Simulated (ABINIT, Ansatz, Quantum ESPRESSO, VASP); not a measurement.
**Be2C (Fm-3m, 3 atoms in the cell) computed with different codes at matched settings**

Self-consistent single point.

```yaml
crystal:
  lattice:
    - [0.00000, 2.17000, 2.17000]
    - [2.17000, 0.00000, 2.17000]
    - [2.17000, 2.17000, 0.00000]
  atoms:
    - { symbol: Be, position: [0.25000, 0.25000, 0.25000] }
    - { symbol: Be, position: [0.75000, 0.75000, 0.75000] }
    - { symbol: C, position: [0.00000, 0.00000, 0.00000] }
```

Shared settings, as Ansatz (a first-principles code) writes them: kpoints.mp_grid.grid = 7 7 7; scf.occupations.method = fermi_dirac; scf.occupations.width = 0.05 eV. Potentials and cutoffs stand in the table.

```json
[
 {"code": "VASP", "model": "LDA (PZ), VASP's LDA PAW potentials (set 64)", "pressure (GPa)": "–", "gap on the mesh (eV)": "1.399", "cutoff": "400 eV"},
 {"code": "Ansatz", "model": "LDA (PW92), default PAW files made with PBE", "pressure (GPa)": "-10.30", "gap on the mesh (eV)": "1.413", "cutoff": "default"},
 {"code": "ABINIT", "model": "LDA (PW92), norm-conserving pseudopotentials (PseudoDojo nc-sr-04 LDA standard)", "pressure (GPa)": "-9.66", "gap on the mesh (eV)": "1.420", "cutoff": "44 Ha"},
 {"code": "Quantum ESPRESSO", "model": "LDA (PZ), GBRV 1.5 ultrasoft (LDA) pseudopotentials", "pressure (GPa)": "-10.31", "gap on the mesh (eV)": "1.411", "cutoff": "40 Ry"}
]
```

A dash marks a value that a program does not give, or that is left out as unsure.

Gaps are read on the mesh.

The spread over the programs that give each value: pressure within 0.65 GPa; gap on the mesh within 0.021 eV.

Ansatz's pressure is given at a fixed set of plane waves, as the other plane-wave codes print theirs; with its correction for the finite basis it is -9.95 GPa (the shift of 0.35 GPa shows how far the cutoff is from converged). The same LDA comes in different parametrisations, which differ slightly.

VASP's run is marked for a possible Pulay error in its stress at this cutoff; no cutoff test was made.

The starting cell has typed, rounded lattice constants, without a prior relaxation at this level.

Left out of this page: GPAW, CP2K, Elk, FLEUR and SIESTA (not drawn, or without a comparable value).

Keys are those of Ansatz 0.2.
